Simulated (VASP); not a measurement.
Input:

```yaml
crystal:
  lattice:
    - [2.86355, 0.00000, 0.00000]
    - [0.00000, 2.86355, 0.00000]
    - [0.00000, 0.00000, 2.86355]
  atoms:
    - { symbol: Al, position: [0.50000, 0.50000, 0.50000] }
    - { symbol: Ni, position: [0.00000, 0.00000, 0.00000] }
```

These are AM05 GGA, VASP's PBE PAW potentials (set 64) (plane waves; VASP) values and carry that method's errors. Run with 520 eV cut-off, Gaussian smearing of 0.050 eV, potentials Al Ni.

Task: Predict the band gap (along the path) with the smallest direct gap where there is one.

Result: 
| Item | Value |
|---|---|
| band gap (along the path) | none (metal, semimetal or under 0.01 eV) |

Total energies compare only between runs with the same potentials, cut-off and functional.

The compound is NiAl in the CsCl type structure. It was relaxed first. The run is not spin-polarised, so no magnetic state was tried. The electron count is odd and the run is not spin-polarised, which forces a metal.
